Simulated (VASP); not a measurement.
# Ga2Ge2O3 in VASP: a series of runs, part 2 of 2

VASP 6.6.1. Earlier steps stand in the parts before.

## Step 3: Relaxation of cell and atoms, PBE

This run uses another cell than the first one, of 14.28 Å³/atom, 0.786 times its volume.

INCAR reads:

```
ALGO     = Fast           # electronic algorithm
EDIFF    = 1E-4           # SCF threshold, eV
EDIFFG   = -0.08          # ionic threshold
ENCUT    = 520            # plane-wave cutoff, eV
GGA      = PE             # functional
IBRION   = 2              # ionic algorithm
ISIF     = 3              # what is computed and relaxed
ISMEAR   = 0              # smearing method
KPAR     = 4            
LASPH    = T              # aspherical terms in the spheres
LCHARG   = F              # write CHGCAR
LREAL    = F              # projectors in reciprocal space
LWAVE    = F              # write WAVECAR
NELM     = 60             # most SCF steps
NSW      = 24             # ionic steps
PREC     = Normal         # precision mode
SIGMA    = 0.15           # smearing width, eV
```

KPOINTS reads:

```
k-points
0
Gamma
  5 5 2
```

POSCAR reads:

```
Ga2Ge2O3
1.0
    3.3000000000      0.0000000000      0.0000000000
   -1.6500000000      2.8578838300      0.0000000000
    0.0000000000      0.0000000000     10.6000000000
Ga Ge O
2 2 3
Direct
    0.3333333300      0.6666666700      0.1050000000
    0.6666666700      0.3333333300      0.8950000000
    0.6666666700      0.3333333300      0.4050000000
    0.3333333300      0.6666666700      0.5950000000
    0.6666666700      0.3333333300      0.1900000000
    0.3333333300      0.6666666700      0.8100000000
    0.0000000000      0.0000000000      0.0000000000
```

Potentials or basis: VASP PAW PBE potentials, release 64 (Ga_d, Ge_d, O).

Launch:

```
$ cat potpaw_PBE.64/Ga_d/POTCAR potpaw_PBE.64/Ge_d/POTCAR potpaw_PBE.64/O/POTCAR > POTCAR
$ mpirun -np 4 vasp_std > vasp.out
```

OUTCAR:

```text
EDIFF = 1E-4
   EDIFFG = -0.08
   ENCUT = 520
   GGA = PE
   IBRION = 2
   ISIF = 3
   ISMEAR = 0
   LASPH = T
   LREAL = F
   NELM = 60
   NSW = 24
   PREC = Normal

 ion  position               nearest neighbor table
   1  0.333  0.667  0.105-   5 2.11   5 2.11   5 2.11   7 2.21   7 2.21   7 2.21
   2  0.667  0.333  0.895-   6 2.11   6 2.11   6 2.11   7 2.21   7 2.21   7 2.21
   3  0.667  0.333  0.405-   5 2.28   4 2.77   4 2.77   4 2.77
   4  0.333  0.667  0.595-   6 2.28   3 2.77   3 2.77   3 2.77
   5  0.667  0.333  0.190-   1 2.11   1 2.11   1 2.11   3 2.28
   6  0.333  0.667  0.810-   2 2.11   2 2.11   2 2.11   4 2.28
   7  0.000  0.000  0.000-   1 2.21   2 2.21   1 2.21   2 2.21   2 2.21   1 2.21

  LATTYP: Found a hexagonal cell.
 ALAT       =     3.3000000000
 C/A-ratio  =     3.2121212121

  Lattice vectors:

 A1 = (   3.3000000000,   0.0000000000,   0.0000000000)
 A2 = (  -1.6500000000,   2.8578838300,   0.0000000000)
 A3 = (   0.0000000000,   0.0000000000,  10.6000000000)

Analysis of symmetry for initial positions (statically):
=====================================================================
 Subroutine PRICEL returns:
 Original cell was already a primitive cell.

 Routine SETGRP: Setting up the symmetry group for a
 hexagonal supercell.

 Subroutine GETGRP returns: Found 12 space group operations
 (whereof 12 operations were pure point group operations)
 out of a pool of 24 trial point group operations.

The static configuration has the point symmetry D_3d.

Analysis of symmetry for dynamics (positions and initial velocities):
=====================================================================
 Subroutine PRICEL returns:
 Original cell was already a primitive cell.

 Routine SETGRP: Setting up the symmetry group for a
 hexagonal supercell.

 Subroutine GETGRP returns: Found 12 space group operations
 (whereof 12 operations were pure point group operations)
 out of a pool of 24 trial point group operations.

The dynamic configuration has the point symmetry D_3d.

 Subroutine INISYM returns: Found 12 space group operations
 (whereof 12 operations are pure point group operations),
[... 118 lines left out ...]
   AEXX    =    0.0000 exact exchange contribution
   IVDW    =     0    specifies the selected vdW correction
   LEPSILON=     F    determine dielectric tensor
   LRPA    =     F    only Hartree local field effects (RPA)
 conjugate gradient relaxation of ions
 non-spin polarized calculation
 RMM-DIIS sequential band-by-band and
 Gauss-broadening in eV      SIGMA  =   0.15
  energy-cutoff  :      520.00
  volume of cell :       99.97
 maximum number of plane-waves:      2708
   NGX = 13   NGY = 13   NGZ = 39

--------------------------------------- Ionic step        1  -------------------------------------------

 number of electron      72.0000080 magnetization

 Free energy of the ion-electron system (eV)
  ---------------------------------------------------
  ext. energy  EPLUGINS =         0.00000000
  ---------------------------------------------------
  free energy    TOTEN  =       -35.27660674 eV

  energy without entropy =      -35.26832178  energy(sigma->0) =      -35.27246426

------------------------ aborting loop because EDIFF is reached ----------------------------------------

  FORCE on cell =-STRESS in cart. coord.  units (eV):
  Direction    XX          YY          ZZ          XY          YZ          ZX
  --------------------------------------------------------------------------------------
  -------------------------------------------------------------------------------------
  Total       -5.8992048     -5.8992048      4.6467871      0.0000000      0.0000000      0.0000000
  in kB      -94.5452419    -94.5452418     74.4730229      0.0000000      0.0000000      0.0000000
  external PRESSURE =     -38.2058203 kB  Pullay stress =       0.0000000 kB
[... 104 lines left out ...]
  FREE ENERGIE OF THE ION-ELECTRON SYSTEM (eV)
  ---------------------------------------------------
  free  energy   TOTEN  =       -36.1325277125 eV

  energy  without entropy=      -36.1155735916  energy(sigma->0) =      -36.12405065

[... ionic steps 4 to 17 ...]

--------------------------------------- Ionic step       18  -------------------------------------------

 number of electron      71.9999712 magnetization

------------------------ aborting loop because EDIFF is reached ----------------------------------------
[... 77 lines left out ...]
--------------------------------------- Ionic step       20  -------------------------------------------

 number of electron      71.9999666 magnetization

 Free energy of the ion-electron system (eV)
  ---------------------------------------------------
  ext. energy  EPLUGINS =         0.00000000
  ---------------------------------------------------
  free energy    TOTEN  =       -37.05868783 eV

  energy without entropy =      -37.05242510  energy(sigma->0) =      -37.05555647

 E-fermi :   5.4387     XC(G=0): -10.7227

 val. band max:        5.3753117963   @ k =   0.0000   0.0000   0.0000
 cond. band min:       5.6346376972   @ k =   0.2000   0.2000   0.0000
 fundamental gap:      0.2593259009
 Fermi energy:         5.4387212125

 k-point     1 :       0.0000    0.0000    0.0000
  band No.  band energies     occupation
      1     -18.9414      2.00000
      2     -18.9413      2.00000
      3     -18.9404      2.00000
      4     -18.9403      2.00000
      5     -18.9354      2.00000
      6     -18.9179      2.00000
[... 483 lines left out ...]
  FREE ENERGIE OF THE ION-ELECTRON SYSTEM (eV)
  ---------------------------------------------------
  free  energy   TOTEN  =       -37.0586878252 eV

  energy  without entropy=      -37.0524251049  energy(sigma->0) =      -37.05555647

 reached required accuracy - stopping structural energy minimisation
```

OSZICAR:

```text
N       E                     dE             d eps       ncg     rms          rms(c)
DAV:   1     0.818567849943E+03    0.81857E+03   -0.33990E+04  1038   0.391E+03
DAV:   2     0.147242309347E+03   -0.67133E+03   -0.65093E+03   868   0.943E+02
DAV:   3    -0.243938182886E+02   -0.17164E+03   -0.16763E+03  1009   0.260E+02
[... 175 lines left out ...]
DAV:   1    -0.370686797850E+02   -0.13241E-01   -0.14730E+00  1102   0.930E+00    0.757E-01
RMM:   2    -0.370611838421E+02    0.74959E-02   -0.54268E-02  1076   0.192E+00    0.381E-01
RMM:   3    -0.370587597629E+02    0.24241E-02   -0.19798E-02  1112   0.111E+00    0.889E-02
RMM:   4    -0.370587571650E+02    0.25979E-05   -0.33300E-03  1175   0.393E-01    0.590E-02
RMM:   5    -0.370586878252E+02    0.69340E-04   -0.93211E-04   922   0.212E-01
  20 F= -.37058688E+02 E0= -.37055556E+02  d E =-.178355E-02
```

CONTCAR:

```text
Ga2Ge2O3
   1.00000000000000
     3.0164444340230476    0.0000000000000000   -0.0000000000000000
    -1.5082222170115238    2.6123175071212250   -0.0000000000000000
    -0.0000000000000001    0.0000000000000001   12.8564367705937830
  Ga              Ge              O
     2     2     3
Direct
     0.3333333300000021    0.6666666699999979    0.1092133314126752
     0.6666666699999979    0.3333333300000021    0.8907866685873246
     0.6666666699999979    0.3333333300000021    0.4125762906419945
     0.3333333300000021    0.6666666699999979    0.5874237093580053
     0.6666666699999979    0.3333333300000021    0.1683900820249790
     0.3333333300000021    0.6666666699999979    0.8316099179750208
     0.0000000000000000    0.0000000000000000    0.0000000000000000

  0.00000000E+00  0.00000000E+00  0.00000000E+00
  0.00000000E+00  0.00000000E+00  0.00000000E+00
  0.00000000E+00  0.00000000E+00  0.00000000E+00
  0.00000000E+00  0.00000000E+00  0.00000000E+00
  0.00000000E+00  0.00000000E+00  0.00000000E+00
  0.00000000E+00  0.00000000E+00  0.00000000E+00
  0.00000000E+00  0.00000000E+00  0.00000000E+00
```

Run time: 78 s. Hardware: 4 MPI ranks of Intel Xeon Platinum 8488C (Sapphire Rapids), shared host; peak memory 0.17 GiB.

Results:

| Quantity | Value |
| --- | --- |
| Free energy | -37.0587 eV |
| Relaxed volume | 14.47 Å³/atom |
| Relaxed cell | a = 3.016 Å, b = 3.016 Å, c = 12.856 Å, α = 90.00°, β = 90.00°, γ = 120.00° |
| Space group after relaxing (to 0.05 Å) | P-3m1 (No. 164) |
| Energy gained by relaxing | 254.6 meV/atom |
| Ionic steps | 20 |
| Pressure after relaxing | 0.7 GPa |
| Largest force after relaxing | 0.068 eV/Å |
| Band gap on the k mesh | none (metal or under the smearing width) |

Forces in eV/Å, atoms in the order of the input:
```
Ga   0.000  0.000  0.068
Ga   0.000  0.000 -0.068
Ge   0.000  0.000  0.022
Ge   0.000  0.000 -0.022
O    0.000  0.000 -0.063
O    0.000  0.000  0.063
O    0.000  0.000  0.000
```

The path:
```csv
step,energy change (eV),largest force (eV/Å),pressure (GPa),volume (Å³)
1,0.0000,2.2609,-3.82,99.97
2,-0.9133,1.1399,0.04,94.95
3,-0.8559,1.9292,11.29,88.22
4,-1.1399,0.8781,4.56,91.91
5,-1.3650,0.8196,-0.69,96.19
6,-1.3778,1.0908,-2.88,98.52
7,-1.5354,0.9794,-0.48,97.96
8,-1.5370,0.9746,-0.40,97.91
9,-1.6539,0.7033,0.57,97.23
10,-1.6577,0.7224,1.18,97.10
11,-1.7219,0.2455,0.67,98.60
12,-1.7323,0.1835,0.33,99.40
13,-1.7638,0.1853,0.18,100.50
14,-1.7746,0.2022,-0.12,101.61
15,-1.7802,0.1867,-0.30,101.83
16,-1.7803,0.1474,-0.62,101.79
17,-1.7803,0.1298,-0.42,101.80
18,-1.7803,0.1569,-0.66,101.80
19,-1.7788,0.1433,2.13,100.82
20,-1.7821,0.0685,0.65,101.31
```

Final structure:
```
CELL_PARAMETERS angstrom
3.01644 0.00000 0.00000
-1.50822 2.61232 0.00000
0.00000 0.00000 12.85644
ATOMIC_POSITIONS crystal
Ga 0.33333 0.66667 0.10921
Ga 0.66667 0.33333 0.89079
Ge 0.66667 0.33333 0.41258
Ge 0.33333 0.66667 0.58742
O 0.66667 0.33333 0.16839
O 0.33333 0.66667 0.83161
O 0.00000 0.00000 0.00000
```

Levels at points of the mesh, in eV from the Fermi level:
| k point | band 33 | band 34 | band 35 | band 36 | band 37 | band 38 | band 39 | band 40 |
| --- | --- | --- | --- | --- | --- | --- | --- | --- |
| (0.00, 0.00, 0.00) | -3.85 | -3.60 | -2.72 | -0.06 | 1.66 | 3.36 | 3.83 | 7.24 |
| (0.00, 0.00, 0.50) | -3.85 | -3.85 | -2.18 | -0.48 | 2.08 | 3.03 | 3.95 | 7.24 |

Caveat: the k mesh is coarse (spacing up to 0.44 Å⁻¹), so the values aren't converged; the relaxation stopped at a loose force limit of 0.08 eV/Å, so its end isn't a converged minimum.
